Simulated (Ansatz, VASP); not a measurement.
# BeInCl3: VASP beside Ansatz, part 3 of 3

Aim: how closely do two programs agree when they are given the same cell, functional and k mesh? The cell is generated by rule, not measured, and may not be a known phase. The cell is taken from a series of runs on this material, whose earlier steps may have relaxed, scaled, displaced or heated it; both programs get it as it stands.

VASP 6.6.1 and Ansatz 0.2.0.

So far: The starting structure; VASP: zone-centre phonons, PBEsol.

The structure was built from a prototype and need not be the compound's stable phase.

### 3. Ansatz: zone-centre phonons, PBEsol

Level of this step: Ansatz beside VASP: Kohn-Sham DFT, plane waves, PBEsol (Ansatz).

Ansatz runs on its PAW soft_1 files.

The same cell, functional and mesh now go to Ansatz, which takes its cutoff from its data sets.

Input file input.yaml:

```yaml
crystal:
  lattice:
    - [4.4280333646, 0.0, 0.0]
    - [0.0, 4.4280333646, 0.0]
    - [0.0, 0.0, 5.4321482921]
  atoms:
    - { symbol: In, position: [0.0, 0.0, 0.935714386] }
    - { symbol: Be, position: [0.5, 0.5, 0.4161760119] }
    - { symbol: Cl, position: [0.5, 0.0, 0.5284276497] }
    - { symbol: Cl, position: [0.5, 0.5, 0.0561153081] }
    - { symbol: Cl, position: [0.0, 0.5, 0.5284276497] }
kpoints:
  mp_grid: { grid: [6, 6, 4] }
hamiltonian:
  xc: pbesol
  pseudopotentials: { kind: paw, azcp: { folder: soft_1 }, xc_functional: pbe }
scf:
  occupations: { method: fixed }
output:
  eigenvalues: true
phonons:
  method: dfpt
  dielectric: true
  rigid_motions: translations
```

Launch:

```console
> ansatz run input.yaml --threads 8 --pin off --max-ram 16384MiB --backend cpu --events-out ev --progress --plain --runs-dir out
```

Numbers of over 12 decimals in the logs are rounded to 6 here.

Output:

```text
Engine: ansatz 0.2.0, x86_64-unknown-linux-gnu
Pseudopotentials: kind: paw
Pseudopotential: In, paw, valence charge 13, recommended cutoff 420 eV (normal), soft_1/In.paw.azcp
Pseudopotential: Be, paw, valence charge 2, recommended cutoff 420 eV (normal), soft_1/Be.paw.azcp
Pseudopotential: Cl, paw, valence charge 7, recommended cutoff 420 eV (normal), soft_1/Cl.paw.azcp
Functional definition: PBEsol
  exchange = pbesol_x
  correlation = pbesol_c
Crystal: 5 atoms, lattice volume = 106.511 Å³
Basis set: ecut = 420 eV, 2083 PW (Γ), exchange–correlation on 60×60×80 points (8 copies of the dense FFT grid, shifted against one another)
Bands: 23, of which v1, the nominal top of the filled ones, is band 18 counted from 1 (17 counted from 0)
Symmetry: 8 space group operations
k-points: 76 of 144 (irreducible under 1 space group operation, time reversal used)
Non-local potential: In, projectors of the file, l = 0: 2, l = 1: 2, l = 2: 2, l = 3: 1
Non-local potential: Be, projectors of the file, l = 0: 2, l = 1: 2, l = 2: 1
Non-local potential: Cl, projectors of the file, l = 0: 2, l = 1: 2, l = 2: 1
PAW form: soft (Blöchl's): semilocal exchange-correlation on the pseudo side does not see the compensation charge
PAW frozen core: In, regenerated for the run's functional, and the local potential with it (the file was generated under x = pbe(κ = 0.804, μ = 0.219515), c = pbe(β = 0.066725))
PAW frozen core: Be, regenerated for the run's functional, and the local potential with it (the file was generated under x = pbe(κ = 0.804, μ = 0.219515), c = pbe(β = 0.066725))
PAW frozen core: Cl, regenerated for the run's functional, and the local potential with it (the file was generated under x = pbe(κ = 0.804, μ = 0.219515), c = pbe(β = 0.066725))
PAW one-centre angular grid: In, 590 points (default); XC on 64 Gauss nodes
PAW one-centre angular grid: Be, 110 points (default); XC on 64 Gauss nodes
PAW one-centre angular grid: Cl, 110 points (default); XC on 64 Gauss nodes
Initial density: superposition of atomic densities (chi_scale 0.1, normalization cell, long waves kept (reshape's long-wave potential 0.08 eV rms))
Initial wavefunctions: pseudopotential atomic-orbital guess
Functional: x = pbesol(κ = 0.804, μ = 0.123457), c = pbesol(β = 0.046)
SCF iter   1: F=—  HF=-8804.685970 eV  |F-HF|=—  |Δ(HF+E_count)|=         —  Δρ=4.17e-2  dr2=3.53e0  ethr=3.10e-3  ⟨swp⟩=5.1  Hψ=7419  notcnv=0  defer=176
preconditioner: auto → Resta (q_TF=auto, 2.277 Å⁻¹)  ε∞=3.6  [insulator: Δε(μ)=1.825 eV  Ē_g=13.353 eV  n_scr=18 (ndim 8)  ℏωp=21.6 eV  f_vac=0.000  ε∞_Penn≈3.6]
SCF iter   2: F=—  HF=-8803.419739 eV  |F-HF|=—  |Δ(HF+E_count)|=    1.27e0  Δρ=1.59e-2  dr2=6.76e-1  ethr=3.10e-3  ⟨swp⟩=3.0  Hψ=4128  notcnv=0  defer=168
SCF iter   3: F=—  HF=-8803.139449 eV  |F-HF|=—  |Δ(HF+E_count)|=   2.80e-1  Δρ=4.85e-3  dr2=6.08e-2  ethr=1.88e-3  ⟨swp⟩=3.1  Hψ=3269  notcnv=0  defer=220
SCF iter   4: F=—  HF=-8803.113261 eV  |F-HF|=—  |Δ(HF+E_count)|=   2.62e-2  Δρ=8.18e-4  dr2=9.00e-4  ethr=1.69e-4  ⟨swp⟩=3.8  Hψ=3633  notcnv=0  defer=225
SCF iter   5: F=—  HF=-8803.113532 eV  |F-HF|=—  |Δ(HF+E_count)|=   2.71e-4  Δρ=2.69e-4  dr2=8.24e-5  ethr=2.50e-6  ⟨swp⟩=2.1  Hψ=3117  notcnv=0  defer=227
SCF iter   6: F=—  HF=-8803.113555 eV  |F-HF|=—  |Δ(HF+E_count)|=   2.37e-5  Δρ=5.04e-5  dr2=3.25e-6  ethr=2.29e-7  ⟨swp⟩=2.0  Hψ=2801  notcnv=0  defer=224
SCF iter   7: F=—  HF=-8803.113557 eV  |F-HF|=—  |Δ(HF+E_count)|=   1.48e-6  Δρ=1.21e-5  dr2=2.08e-7  ethr=9.03e-9  ⟨swp⟩=2.0  Hψ=2882  notcnv=0  defer=221
SCF iter   8: F=—  HF=-8803.113557 eV  |F-HF|=—  |Δ(HF+E_count)|=   1.02e-7  Δρ=3.26e-6  dr2=1.46e-8  ethr=5.77e-10  ⟨swp⟩=2.4  Hψ=2847  notcnv=0  defer=221
SCF iter   9: F=—  HF=-8803.113557 eV  |F-HF|=—  |Δ(HF+E_count)|=   7.78e-9  Δρ=9.60e-7  dr2=1.40e-9  ethr=4.05e-11  ⟨swp⟩=2.2  Hψ=2784  notcnv=0  defer=221
SCF iter  10: F=—  HF=-8803.113557 eV  |F-HF|=—  |Δ(HF+E_count)|=  6.06e-10  Δρ=3.33e-7  dr2=1.75e-10  ethr=3.88e-12  ⟨swp⟩=2.0  Hψ=3018  notcnv=0  defer=221
SCF iter  11: F=-8803.113557 eV  HF=-8803.113557 eV  |F-HF|=3.64e-12  |Δ(HF+E_count)|=  4.37e-11  Δρ=1.04e-7  dr2=1.50e-11  ethr=1.00e-12  ⟨swp⟩=15.0  Hψ=13187  notcnv=0
SCF 1 converged in 11 iterations: F = -8803.113557 eV  dr2 = 1.50e-11
  greatest PAW one-centre occupation: 0.984 electrons in one spin orbital (limit 2), on the In atom at site 0 (counted from 0), in its partial waves of l = 2
DFPT response loops at Γ: preconditioner auto → Resta (q_TF=auto, 2.277 Å⁻¹)  ε∞=5.9 (no band partly filled); β = 1.00, the filter's whole step (`scf.mixing.beta` (0.50) is not read by the response loops at its default; to damp them type it under 1.00, their step now; it binds the ground state too); Broyden in place of MSR1
── the response to a field inside a basis, on 6×6×4 k-points: an SCF that follows is theirs, and a resumed run solves both again ──
Bands: 19, of which v1, the nominal top of the filled ones, is band 18 counted from 1 (17 counted from 0)
k-points: 12 of 144 (time reversal used)
Initial density: handed on by an earlier stage of this run
Initial wavefunctions: pseudopotential atomic-orbital guess (no wavefunctions were taken with the density)
Eigensolver: Dense (12 Hₖ)
SCF iter   1: F=—  HF=-8803.105261 eV  |F-HF|=—  |Δ(HF+E_count)|=         —  Δρ=1.40e-4  dr2=3.34e-6  ethr=1.00e-1
preconditioner: auto → Resta (q_TF=auto, 2.277 Å⁻¹)  ε∞=4.7  [insulator: Δε(μ)=2.303 eV  Ē_g=11.279 eV  n_scr=18 (ndim 8)  ℏωp=21.6 eV  f_vac=0.000  ε∞_Penn≈4.7]
SCF iter   2: F=—  HF=-8803.105264 eV  |F-HF|=—  |Δ(HF+E_count)|=   2.94e-6  Δρ=7.29e-5  dr2=9.39e-7  ethr=9.27e-9
SCF iter   3: F=-8803.105265 eV  HF=-8803.105265 eV  |F-HF|=1.90e-8  |Δ(HF+E_count)|=   1.37e-6  Δρ=8.51e-6  dr2=2.07e-8  ethr=2.61e-9
SCF 1 converged in 3 iterations: F = -8803.105265 eV  dr2 = 2.07e-8
DFPT response loops at Γ: preconditioner auto → Resta (q_TF=auto, 2.277 Å⁻¹)  ε∞=5.1 (no band partly filled); β = 1.00, the filter's whole step (`scf.mixing.beta` (0.50) is not read by the response loops at its default; to damp them type it under 1.00, their step now; it binds the ground state too); Broyden in place of MSR1
WARN: field response: ε∞ stands inside a basis, on 6×6×4 points; the force constants stand on the 6×6×4 k-mesh, whose period is 12.44 times the interband length at k = (0.0000, 0.0000, -0.5000), direct gap 2.858 eV, under 14: take them and everything formed from them as unconverged, and compare with a denser kpoints.mp_grid
SCF converged after 11 iterations
Free energy (F): -8803.113557 eV
Harris-Foulkes:  -8803.113557 eV  (|F-HF|=3.64e-12)
Internal energy: -8803.113557 eV  (E = F + TS)
E sigma→0 (E₀):  -8803.113557 eV
Fermi energy:    5.199403 eV
--- Per-component energies (eV) ---
  E_band       = -103.143886
  E_kinetic    = 690.144293
  E_local      = -1824.076299  (includes V_loc(G=0)·N_el)
  E_nonlocal   = 426.794336
  E_hartree    = 670.029025
  E_xc         = -481.897114
  E_vxc        = -459.010658  (∫ρ·V_xc dr)
  E_paw        = -6112.344176  (= ΣΔE_a)
  E_vpaw       = -277.054005  (= ΣTr[D̂ρ^β])
  E_aug_tail   = 0.000450  (compensation charges beyond the density's cutoff)
  E_ewald      = -2172.244803
  E_core_change = 0.480731  (= ΣΔE_core)
  E_smearing   = -0.000000  (= −TS)
  E_closure    = -0.000000  (closes the sum)
  Σ components = -8803.113557   (vs F -8803.113557, Δ=0.00e0)
--- Band table (eV; the first three rows and the last of 76) ---
  k-point 0: bands = [... 14 lower, 2.8034, 2.8850, 3.3955, 3.3955, 6.9296, 9.9573, 10.1280, 10.1280, ... 1 higher]
  k-point 1: bands = [... 14 lower, 2.7595, 3.4270, 3.4270, 3.7229, 7.1731, 9.0284, 10.3385, 10.3385, ... 1 higher]
  k-point 2: bands = [... 14 lower, 2.7168, 3.4550, 3.4550, 4.3320, 7.1900, 8.4505, 10.4673, 10.4673, ... 1 higher]
  k-point 75: bands = [... 14 lower, 3.1952, 3.1952, 3.4108, 4.3759, 9.3300, 9.3300, 9.7292, 10.5395, ... 1 higher]
--- Phonons (Γ-DFPT): 9 representative perturbations + reference, on 76 of 144 k-points (Σ response iterations 27) ---
  k mesh reduced under 1 symmetry operation, with k and −k counted as one. Each operation leaves every solved perturbation unchanged. A smaller set is not considered because the run solves the response to a homogeneous field
  ASR residual: 3.526e-4 → 0.000e0 eV/Å²; symmetrization residual: 1.683e-6 eV/Å²
  ASR residual per site (eV/Å²): 1.17e-5 3.53e-4 7.50e-5 1.37e-4 7.50e-5
  Γ frequencies (cm⁻¹): -283.01 -283.01 0.00 0.00 0.00 64.48 64.48 75.58 109.35 141.70 141.70 219.20 220.71 220.71 594.72
  ε∞ (high-frequency dielectric tensor):
        4.975572     0.000000     0.000000
        0.000000     4.975572     0.000000
        0.000000     0.000000     4.438732
  softest optical mode at Γ: -283.01 cm⁻¹; the repairs (sum rule, projections) moved no ω² at Γ by more than (3.38 cm⁻¹)²
  Born effective charges Z* (e; rows j = field, columns β = displacement):
    site 0:
         2.29116    0.00000    0.00000
         0.00000    2.29116    0.00000
        -0.00000    0.00000    1.93734
    site 1:
         2.62699    0.00000   -0.00000
         0.00000    2.62699    0.00000
        -0.00000    0.00000    2.13254
    site 2:
        -1.08683    0.00000    0.00000
         0.00000   -2.33975    0.00000
         0.00000    0.00000   -1.21140
    site 3:
        -1.49156    0.00000   -0.00000
         0.00000   -1.49156    0.00000
         0.00000    0.00000   -1.64708
    site 4:
        -2.33975    0.00000   -0.00000
         0.00000   -1.08683    0.00000
        -0.00000    0.00000   -1.21140
  Z* charge neutrality: 3.943e-3 e pre-enforcement
  solved inside a basis spanned on kpoints, on 6×6×4 k-points, its susceptibility summed on 10×10×8: ε∞ is read to err by 1.5e-2, Z* by 2.0e-2 e (field_mesh: kpoints solves on kpoints); Z* is corrected for what the basis lacks
  optical modes at Γ without the LO–TO term, one row a degenerate level:
      ω (cm⁻¹)  modes    IR ((D/Å)²/amu)
       -283.01      2            43.7256
         64.48      2             3.5105
         75.58      1             1.8004
        109.35      1             0.0000
        141.70      2             1.6335
        219.20      1             0.7313
[...]
optical modes at Γ + LO–TO along q̂ = [1.0000, 0.0000, 0.0000]:
      ω (cm⁻¹)  modes    IR ((D/Å)²/amu)
[...]
optical modes at Γ + LO–TO along q̂ = [0.0000, 1.0000, 0.0000]:
      ω (cm⁻¹)  modes    IR ((D/Å)²/amu)
[...]
optical modes at Γ + LO–TO along q̂ = [0.0000, 0.0000, 1.0000]:
      ω (cm⁻¹)  modes    IR ((D/Å)²/amu)
       -283.01      2            43.7256
         64.48      2             3.5105
        109.35      1             0.0000
        110.02      1             1.0982
        141.70      2             1.6335
        220.71      2             0.1316
        226.43      1             0.6879
        645.43      1            14.2857
```

### 4. Comparison

Known differences besides the potentials themselves: fixed occupations in Ansatz, narrow Gaussian smearing in VASP; VASP's response is taken on the typed mesh, Ansatz refines its own for the field response alone; the cutoff is 420 eV in Ansatz and 600 eV in VASP; Ansatz makes its cores anew for this functional, VASP keeps those of its PBE data sets. Total energies have different zeros and are not compared.

Compared:

| quantity | Ansatz | VASP | difference |
| --- | --- | --- | --- |
| ε∞ xx | 4.98 | 4.98 | -0.17 % |
| ε∞ yy | 4.98 | 4.98 | -0.17 % |
| ε∞ zz | 4.44 | 4.46 | -0.41 % |
| Born charge of In1 (mean of the diagonal) (e) | 2.17 | 2.17 | 0.00 |
| Born charge of Be2 (mean of the diagonal) (e) | 2.46 | 2.46 | 0.00 |
| Born charge of Cl3 (mean of the diagonal) (e) | -1.55 | -1.55 | 0.00 |
| optical mode 1 to 2 (imaginary, printed as negative) (cm⁻¹) | -283.0 | -279.8 | -3.2 |
| optical mode 3 to 4 (cm⁻¹) | 64.5 | 64.7 | -0.37 % |
| optical mode 5 (cm⁻¹) | 75.6 | 75.9 | -0.47 % |
| optical mode 6 (cm⁻¹) | 109.3 | 109.6 | -0.23 % |
| optical mode 7 to 8 (cm⁻¹) | 141.7 | 141.4 | +0.18 % |
| optical mode 9 (cm⁻¹) | 219.2 | 219.3 | -0.05 % |
| optical mode 10 to 11 (cm⁻¹) | 220.7 | 220.8 | -0.03 % |
| optical mode 12 (cm⁻¹) | 594.7 | 595.9 | -0.21 % |

Modes are paired by rising frequency, not by their patterns, so a pair may set unlike modes beside each other; they are those without the splitting of longitudinal modes.

### 5. What came out

```
r.m.s. difference of the optical zone-centre modes, each program's sorted by frequency (zone-centre phonons, PBEsol) : 1.4 cm⁻¹
```

**Reading.** The r.m.s. difference of the optical zone-centre modes, each program's sorted by frequency is 1.4 cm⁻¹ (zone-centre phonons, PBEsol). Such differences can come from data sets, numerical settings and the points named under the comparisons, not from the functional's error against experiment.

[Lines on the potential files, build, host, timing and source positions are cut from VASP's logs without a mark.]

[Logs are printed without paths, hosts, clocks, repeated set-up lines and the standing remarks that a program may print on its own settings, such as how far it seeks lower states.]

[Hosts, paths, dates, database ids (printed as entryN), source tags and the programs' standing remarks are cut or masked in the printed files.]
